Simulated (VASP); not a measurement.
Output of a VASP run:

### OUTCAR
```
 ion  position               nearest neighbor table
   1  0.000  0.000  0.000-   2 2.02   2 2.02   2 2.02   2 2.02   2 2.02   2 2.02
   2  0.500  0.500  0.500-   1 2.02   1 2.02   1 2.02   1 2.02   1 2.02   1 2.02
  LATTYP: Found a face centered cubic cell.
 ALAT       =     4.0300000000
 Subroutine PRICEL returns:
 Original cell was already a primitive cell.
 Subroutine GETGRP returns: Found 48 space group operations
The static configuration has the point symmetry O_h .
The dynamic configuration has the point symmetry O_h .
 Subroutine INISYM returns: Found 48 space group operations
 Subroutine IBZKPT returns following result:
 Found     47 irreducible k-points:

 Following reciprocal coordinates:
            Coordinates               Weight
  0.000000  0.000000  0.000000      1.000000
  0.100000  0.000000  0.000000      8.000000
  0.200000  0.000000  0.000000      8.000000
  0.300000  0.000000  0.000000      8.000000
  0.400000  0.000000  0.000000      8.000000
  0.500000  0.000000  0.000000      4.000000
  0.100000  0.100000  0.000000      6.000000
  0.200000  0.100000  0.000000     24.000000
  0.300000  0.100000  0.000000     24.000000
  0.400000  0.100000  0.000000     24.000000
  0.500000  0.100000  0.000000     24.000000
 -0.400000  0.100000  0.000000     24.000000
 -0.300000  0.100000  0.000000     24.000000
 -0.200000  0.100000  0.000000     24.000000
 -0.100000  0.100000  0.000000     12.000000
  0.200000  0.200000  0.000000      6.000000
  0.300000  0.200000  0.000000     24.000000
  0.400000  0.200000  0.000000     24.000000
  0.500000  0.200000  0.000000     24.000000
 -0.400000  0.200000  0.000000     24.000000
 -0.300000  0.200000  0.000000     24.000000
 -0.200000  0.200000  0.000000     12.000000
  0.300000  0.300000  0.000000      6.000000
  0.400000  0.300000  0.000000     24.000000
  0.500000  0.300000  0.000000     24.000000
 -0.400000  0.300000  0.000000     24.000000
 -0.300000  0.300000  0.000000     12.000000
  0.400000  0.400000  0.000000      6.000000
  0.500000  0.400000  0.000000     24.000000
 -0.400000  0.400000  0.000000     12.000000
  0.500000  0.500000  0.000000      3.000000
  0.300000  0.200000  0.100000     24.000000
  0.400000  0.200000  0.100000     48.000000
  0.500000  0.200000  0.100000     48.000000
 -0.400000  0.200000  0.100000     24.000000
  0.400000  0.300000  0.100000     24.000000
  0.500000  0.300000  0.100000     48.000000
 -0.400000  0.300000  0.100000     48.000000
 -0.300000  0.300000  0.100000     48.000000
 -0.200000  0.300000  0.100000     24.000000
   k-points           NKPTS =     47   k-points in BZ     NKDIM =     47   number of bands    NBANDS=      9
   number of dos      NEDOS =    301   number of ions     NIONS =      2
   total plane-waves  NPLWV =  13824
   dimension x,y,z NGX =    24 NGY =   24 NGZ =   24
   dimension x,y,z NGXF=    48 NGYF=   48 NGZF=   48
   ions per type =               1   1
   PREC   = accura    normal or accurate (medium, high low for compatibility)
   ISTART =      0    job   : 0-new  1-cont  2-samecut
   ICHARG =      2    charge: 1-file 2-atom 10-const
   ISPIN  =      1    spin polarized calculation?
   LNONCOLLINEAR =      F non collinear calculations
   LSORBIT =      F    spin-orbit coupling
   INIWAV =      1    electr: 0-lowe 1-rand  2-diag
   ENCUT  =  520.0 eV  38.22 Ry    6.18 a.u.   5.30  5.30  5.30*2*pi/ulx,y,z
   NELM   =    100;   NELMIN=  2; NELMDL= -5     # of ELM steps
   EDIFF  = 0.1E-05   stopping-criterion for ELM
   LREAL  =      F    real-space projection
   NLSPLINE    = F    spline interpolate recip. space projectors
   LMAXMIX     =    2 max onsite mixed and CHGCAR
   VOSKOWN=      0    Vosko Wilk Nusair interpolation
   EDIFFG = 0.1E-04   stopping-criterion for IOM
   NSW    =      0    number of steps for IOM
   NBLOCK =      1;   KBLOCK =      1    inner block; outer block
   IBRION =     -1    ionic relax: 0-MD 1-quasi-New 2-CG
...
```

**OSZICAR**
```
       N       E                     dE             d eps       ncg     rms          rms(c)
DAV:   1     0.271932399613E+02    0.27193E+02   -0.48001E+03   871   0.970E+02
DAV:   2    -0.757904884761E+01   -0.34772E+02   -0.34428E+02   915   0.193E+02
DAV:   3    -0.849411310069E+01   -0.91506E+00   -0.89279E+00  1095   0.289E+01
DAV:   4    -0.850565537472E+01   -0.11542E-01   -0.11531E-01  1079   0.334E+00
DAV:   5    -0.850572911935E+01   -0.73745E-04   -0.73740E-04  1149   0.181E-01    0.177E+00
DAV:   6    -0.874921684929E+01   -0.24349E+00   -0.69671E-02   973   0.236E+00    0.858E-01
DAV:   7    -0.879448460966E+01   -0.45268E-01   -0.53743E-01   983   0.593E+00    0.146E+00
DAV:   8    -0.876061985613E+01    0.33865E-01   -0.67353E-02   879   0.210E+00    0.758E-01
DAV:   9    -0.875277674317E+01    0.78431E-02   -0.13398E-01   873   0.293E+00    0.371E-01
DAV:  10    -0.875043666638E+01    0.23401E-02   -0.87647E-03   881   0.752E-01    0.949E-02
DAV:  11    -0.875033151415E+01    0.10515E-03   -0.60102E-04   923   0.227E-01    0.219E-02
DAV:  12    -0.875032911831E+01    0.23958E-05   -0.47180E-05  1029   0.690E-02    0.310E-03
DAV:  13    -0.875032834213E+01    0.77618E-06   -0.99650E-07   769   0.108E-02
   1 F= -.87503283E+01 E0= -.87475059E+01  d E =-.564498E-02
```

**OUTCAR**
```
------------------------ aborting loop because EDIFF is reached ----------------------------------------
  FORCE on cell =-STRESS in cart. coord.  units (eV):
  Direction    XX          YY          ZZ          XY          YZ          ZX
  --------------------------------------------------------------------------------------
  Total       -2.7603051     -2.7603051     -2.7603051      0.0000000      0.0000000     -0.0000000
  in kB     -270.2791375   -270.2791375   -270.2791375      0.0000000      0.0000000     -0.0000000
  external PRESSURE =    -270.2791375 kB  Pullay stress =       0.0000000 kB
  volume of cell :       16.36
      direct lattice vectors                 reciprocal lattice vectors
     0.000000000  2.015000000  2.015000000    -0.248138958  0.248138958  0.248138958
     2.015000000  0.000000000  2.015000000     0.248138958 -0.248138958  0.248138958
     2.015000000  2.015000000  0.000000000     0.248138958  0.248138958 -0.248138958
  FREE ENERGIE OF THE ION-ELECTRON SYSTEM (eV)
  ---------------------------------------------------
  free  energy   TOTEN  =        -8.7503283421 eV

  energy  without entropy=       -8.7446833620  energy(sigma->0) =       -8.74750585
```
(Selected blocks of OUTCAR.)

File POSCAR:
```
LiF
1
    0.0000000000     2.0150000000     2.0150000000
    2.0150000000     0.0000000000     2.0150000000
    2.0150000000     2.0150000000     0.0000000000
Li F
1 1
Direct
  0.0000000000   0.0000000000   0.0000000000
  0.5000000000   0.5000000000   0.5000000000
```

### Question
Write an INCAR and KPOINTS that could have produced this output.

### Answer
One answer among several that fit: the input of the run itself, PBE GGA, plane waves, VASP's PBE PAW potentials (set 64).

File KPOINTS:
```
Automatic mesh
0
G
  10 10 10
0 0 0
```

INCAR:
```
SYSTEM = LiF
PREC = Accurate; ENCUT = 520; LREAL = .FALSE.
LASPH = .TRUE.; NELECT = 9.5
EDIFF = 1E-6; NELM = 100; ALGO = Normal
ISMEAR = 0; SIGMA = 0.05
GGA = PE
ISIF = 2
LWAVE = .FALSE.; LCHARG = .FALSE.
```

POTCAR, in this order: Li_sv F (PBE.64 set). Program: vasp_std.

The cell is charged, with a uniform compensating background.

The compound is LiF in the rock salt structure. The cell was not relaxed at this level. The run is one of a series of settings (NELECT = 9.5 against the base run), some of them coarse on purpose.
